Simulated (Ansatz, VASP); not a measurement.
## Hg (P1, 3 atoms in the cell) computed with different codes at matched settings

Self-consistent single point.

```
Hg
1.0
    5.46670     0.00000     0.00000
   -2.73335     4.73430     0.00000
    0.00000     0.00000     3.18522
Hg
3
Direct
  0.30303   0.65895   0.48289
  0.67809   0.34067   0.49745
  0.01889   0.00038   0.01966
```

Shared settings, as Ansatz (a first-principles code) writes them: kpoints.mp_grid.grid = 5 5 7; magnetization.spin_orbit = true; scf.occupations.method = fermi_dirac; scf.occupations.width = 0.0073 Ry. Potentials and cutoffs stand in the table.

```json
[
 {"code": "Ansatz", "model": "LDA (PW92) with spin-orbit coupling, PAW files made with PBE", "pressure (GPa)": "-5.27", "largest force (eV/Å)": "0.192", "cutoff": "default"},
 {"code": "VASP", "model": "LDA (PZ), spin-orbit coupling, VASP's LDA PAW potentials (set 64)", "pressure (GPa)": "-5.43", "largest force (eV/Å)": "0.232", "cutoff": "300 eV"}
]
```

Size of the force on each atom (eV/Å): Sizes of forces hide their directions.

```tsv
code	Hg1	Hg2	Hg3
Ansatz	0.192	0.186	0.038
VASP	0.232	0.215	0.046
```

The spread over the programs that give each value: pressure within 0.16 GPa; largest force within 0.040 eV/Å.

Ansatz's pressure is given at a fixed set of plane waves, as the other plane-wave codes print theirs; with its correction for the finite basis it is -5.19 GPa. The same LDA comes in different parametrisations, which differ slightly.

VASP's run is marked for a possible Pulay error in its stress at this cutoff; no cutoff test was made.

The starting cell comes from a database of computed structures (which also holds hypothetical and non-ambient phases and stackings), without a prior relaxation at this level. Its atoms were displaced at random from the sites of space group no. 191.

Left out of this page: Elk (not drawn, or without a comparable value).

Keys are those of Ansatz 0.2.
